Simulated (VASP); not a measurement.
Given:

```cif
data_W
_chemical_formula_sum 'W1'
_space_group_name_H-M_alt 'P 1'
_space_group_IT_number 1
_cell_length_a 2.72009
_cell_length_b 2.72009
_cell_length_c 2.72009
_cell_angle_alpha 109.471
_cell_angle_beta 109.471
_cell_angle_gamma 109.471
loop_
_space_group_symop_operation_xyz
  'x, y, z'
loop_
_atom_site_label
_atom_site_type_symbol
_atom_site_fract_x
_atom_site_fract_y
_atom_site_fract_z
_atom_site_occupancy
W1 W 0.00000 0.00000 0.00000 1
```

Method: LDA (Ceperley-Alder, Perdew-Zunger), VASP's LDA PAW potentials (set 64) (plane waves; VASP). Run with 520 eV cut-off, 16×16×16 Γ-centred mesh, first-order Methfessel-Paxton smearing of 0.10 eV, potentials W_sv.

Task: Give the energy at these volumes per atom, relative to the lowest: 14.58, 15.05, 15.51, 15.98, 16.45 Å³.

Result: 63.0, 14.1, 0.0, 15.3, 55.6 meV/atom. A third-order Birch-Murnaghan fit gives B0 = 339 GPa and B0′ = 4.4.

Measured: bulk modulus 312 GPa at 0 K (computed value off by +8.6 %), as given by Vázquez-Parga, Fernández-Martínez, Viñes, J. Chem. Theory Comput. (2023), doi:10.1021/acs.jctc.3c00612, Supporting … [zero-point energy and finite temperature contributions removed]; a 3.160 Å at 0 K (computed value off by -0.6 %), as given by Daniel Mejia-Rodriguez et al., Physical Review B (2018), arXiv:1807.09216 [static lattice: zero-point anharmonic expansion removed].

The compound is W in the bcc structure. It was relaxed first.
